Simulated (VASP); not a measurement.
```
Na
1.0
   -2.13000     2.13000     2.13000
    2.13000    -2.13000     2.13000
    2.13000     2.13000    -2.13000
Na
1
Direct
  0.00000   0.00000   0.00000
```

Calculation: PBE GGA, VASP's PBE PAW potentials (set 64) (plane waves; VASP 6.6.1). Settings: 480 eV cut-off, 11×11×11 Γ-centred mesh, first-order Methfessel-Paxton smearing of 0.10 eV, potentials Na_pv.

Energy and stress use the plane-wave basis of the starting cell.

**Question.** The ions, cell shape and volume are relaxed. Which structure does the run end with?

**Answer.** 
```
Na
1.0
   -2.09446     2.09446     2.09446
    2.09446    -2.09446     2.09446
    2.09446     2.09446    -2.09446
Na
1
Direct
  0.00000   0.00000   0.00000
```
Space group Im-3m (229), at a tolerance of 0.03 Å.

**Question.** How do energy and volume change from the first to the last step?

**Answer.** The energy (σ→0) changes by -2.2 meV/atom and the volume by -4.9 %, in 6 ionic steps.

The compound is Na in the bcc structure. This run relaxes it. Symmetry was kept, so distortions that lower it aren't found.
